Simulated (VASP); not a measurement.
A convergence study with VASP on MnO (rock salt, AFM-II order): one setting is varied, all else stays as given below, so the limit is that of these other settings.

```
MnO
1.0
    4.44000     2.22000     2.22000
    2.22000     4.44000     2.22000
    2.22000     2.22000     4.44000
Mn O
2 2
Cartesian
  0.00000   0.00000   0.00000
  4.44000   4.44000   4.44000
  2.22000   2.22000   2.22000
  6.66000   6.66000   6.66000
```
Starting moments (μB, in the order of the record's atoms Mn Mn O O): 5.0 -5.0 0.0 0.0.

Computed with PBE GGA, VASP's PBE PAW potentials (set 64) (plane waves; VASP). The tightest run used: 700 eV cut-off, 13×13×13 Γ-centred mesh, Gaussian smearing of 0.050 eV, potentials Mn_pv O.

The reference is 13×13×13 mesh, which took about 20 core-minutes. Costs are core time on shared hosts, one run each; read them as rough ratios.

Task: Of the settings 1×1×1 mesh; 2×2×2 mesh; 3×3×3 mesh; 4×4×4 mesh; 5×5×5 mesh; 6×6×6 mesh; 7×7×7 mesh; 8×8×8 mesh; 9×9×9 mesh; 10×10×10 mesh; 11×11×11 mesh; 12×12×12 mesh; 13×13×13 mesh, which is the lowest that keeps the difference from the reference in E (eV/atom) within 0.01 from there on, and what does it cost?

Result: 4×4×4 mesh; its cost over the reference is about 1/9.
```json
[
 {"setting": "1×1×1 mesh", "difference in E (eV/atom)": "1.2439", "cost over the reference": "about 1/30"},
 {"setting": "2×2×2 mesh", "difference in E (eV/atom)": "0.1442", "cost over the reference": "about 1/20"},
 {"setting": "3×3×3 mesh", "difference in E (eV/atom)": "0.0150", "cost over the reference": "about 1/20"},
 {"setting": "4×4×4 mesh", "difference in E (eV/atom)": "0.0051", "cost over the reference": "about 1/9"},
 {"setting": "5×5×5 mesh", "difference in E (eV/atom)": "0.0014", "cost over the reference": "about 1/10"},
 {"setting": "6×6×6 mesh", "difference in E (eV/atom)": "0.0004", "cost over the reference": "about 1/3"},
 {"setting": "7×7×7 mesh", "difference in E (eV/atom)": "0.0002", "cost over the reference": "about 1/3"},
 {"setting": "8×8×8 mesh", "difference in E (eV/atom)": "0.0000", "cost over the reference": "about 1/2"},
 {"setting": "9×9×9 mesh", "difference in E (eV/atom)": "0.0000", "cost over the reference": "about 1/3"},
 {"setting": "10×10×10 mesh", "difference in E (eV/atom)": "0.0000", "cost over the reference": "within a factor of 2"},
 {"setting": "11×11×11 mesh", "difference in E (eV/atom)": "0.0000", "cost over the reference": "within a factor of 2"},
 {"setting": "12×12×12 mesh", "difference in E (eV/atom)": "0.0000", "cost over the reference": "within a factor of 2"},
 {"setting": "13×13×13 mesh", "difference in E (eV/atom)": "0.0000", "cost over the reference": "reference"}
]
```

Left out are rungs that failed or repeat a setting and relaxations that didn't move; long series are thinned to 24 rows.

The compound is MnO in the rock salt, AFM-II order structure. The cell was not relaxed at this level. The spin order is the one that the start imposed; others were not tried in this run.
